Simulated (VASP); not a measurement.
Input:

```xyz
6
Lattice="1.5710 -2.7211 0.0000 1.5710 2.7211 0.0000 0.0000 0.0000 11.9771" Properties=species:S:1:pos:R:3 pbc="T T T"
Mo     1.5710     0.9070     2.9943
Mo     1.5710    -0.9070     8.9828
S      1.5710     0.9070    10.5490
S      1.5710    -0.9070     4.5604
S      1.5710    -0.9070     1.4281
S      1.5710     0.9070     7.4166
```

These are PBE GGA, VASP's PBE PAW potentials (set 64) (plane waves; VASP 6.6.1) values and carry that method's errors. Numerical set-up: 500 eV cut-off, 8×8×2 Γ-centred mesh, Gaussian smearing of 0.050 eV, potentials Mo_sv S.

Energy and stress use the plane-wave basis of the starting cell. Without a dispersion term in the relaxation, distances and binding between the weakly bound layers, chains or molecules are unreliable, and so is what depends on them.

**Question.** The ions, cell shape and volume at an external pressure of 10.0 GPa are relaxed. Give the cell that the relaxation ends in.

**Answer.** 
```xyz
6
Lattice="1.5534 -2.6906 0.0000 1.5534 2.6906 0.0000 0.0000 0.0000 11.5451" Properties=species:S:1:pos:R:3 pbc="T T T"
Mo     1.5534     0.8969     2.8863
Mo     1.5534    -0.8969     8.6588
S      1.5534     0.8969    10.2264
S      1.5534    -0.8969     4.4539
S      1.5534    -0.8969     1.3187
S      1.5534     0.8969     7.0913
```
Space group P6_3/mmc (194), at a tolerance of 0.03 Å.

**Question.** How do energy and volume change from the first to the last step?

**Answer.** The energy (σ→0) changes by +44.8 meV/atom and the volume by -5.8 %, in 10 ionic steps.

The compound is MoS2 in the 2H layered structure. This run relaxes it under an external pressure of 10 GPa. Symmetry was kept, so distortions that lower it aren't found.
